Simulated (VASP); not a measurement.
Crystal: Nb2SiO2.

```
CELL_PARAMETERS angstrom
-2.01051 2.46084 3.32103
2.01051 -2.46084 3.32103
2.01051 2.46084 -3.32103
ATOMIC_POSITIONS crystal
Nb 0.00000 0.00000 0.00000
Nb 0.50000 0.00000 0.50000
Si 0.00000 0.50000 0.50000
O 0.77093 0.27093 0.50000
O 0.22907 0.72907 0.50000
```

The cell was built by a generator and needn't be a form met in nature.

| Quantity | Value |
| --- | --- |
| Program | VASP 6.6.1 |
| Task | relaxation of cell and atoms |
| Functional | PBE |
| Potentials or basis | VASP PAW PBE potentials, release 64 (Nb_sv, Si, O) |
| Cutoff | 520 eV |
| k mesh | 5 × 5 × 5 |
| Occupations | gaussian, width 0.15 eV |
| Spin | no spin polarisation |

At the start: pressure 76.5 GPa; volume 13.14 Å³/atom.

Question: How do energy, volume and symmetry change on relaxing?

Answer: Over 13 steps the energy falls by 1147.3 meV/atom and the volume is 18.45 Å³/atom (+40.3 %); space group Immm (No. 71, to 0.05 Å).

The path:
```csv
step,energy change (eV),largest force (eV/Å),pressure (GPa),volume (Å³)
1,0.0000,0.3343,76.50,65.72
2,28.6295,3.4561,-20.15,142.24
3,-2.0482,0.1902,-19.58,112.36
4,-4.5795,0.3268,-8.94,96.65
5,-4.9587,0.3638,4.58,85.97
6,-4.9848,0.3775,2.03,87.84
7,-5.6672,0.2160,-1.11,94.48
8,-5.7246,0.3681,-0.98,93.00
9,-5.7249,0.3531,-1.05,93.10
10,-5.7348,0.0811,0.84,91.79
11,-5.7355,0.0256,0.51,92.06
12,-5.7355,0.0553,-0.35,92.41
13,-5.7367,0.0070,-0.03,92.24
```

Final structure:
```
Nb Si O
1.0
    -2.46013    2.52928    3.70590
     2.46013   -2.52928    3.70590
     2.46013    2.52928   -3.70590
Nb Si O
2 1 2
Direct
  0.00000 0.00000 0.00000
  0.50000 0.00000 0.50000
  0.00000 0.50000 0.50000
  0.76892 0.26892 0.50000
  0.23108 0.73108 0.50000
```

Caveat: the k mesh is coarse (spacing up to 0.40 Å⁻¹), so the values aren't converged; the volume moved by over 15 % at a fixed basis, so the end points are rough.
